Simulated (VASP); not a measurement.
```
AuZn
1.0
    3.11837     0.00000     0.00000
    0.00000     3.11837     0.00000
    0.00000     0.00000     3.11837
Zn Au
1 1
Cartesian
  1.55919   1.55919   1.55919
  0.00000   0.00000   0.00000
```

Calculation: revTPSS meta-GGA, VASP's PBE PAW potentials (set 64) (plane waves; VASP 6.6.1). Numerical set-up: 520 eV cut-off, 13×13×13 Γ-centred mesh, tetrahedra with Blöchl corrections, potentials Zn Au.

Unless said otherwise, spin-orbit coupling is left out, though it shifts the bands of the heavy elements here.

Q: Estimate the energy per atom (σ→0), band gap (over mesh and band path) with the smallest direct gap where there is one.

A: 
| Item | Result |
|---|---|
| band gap (over mesh and band path) | none (metal, semimetal or under 0.01 eV) |
| energy per atom (σ→0) | 20.772 eV/atom |

Only differences to runs with the same potentials and settings are physical.

The compound is AuZn in the CsCl type structure. It was relaxed first. The electron count is odd and the run is not spin-polarised, which forces a metal.
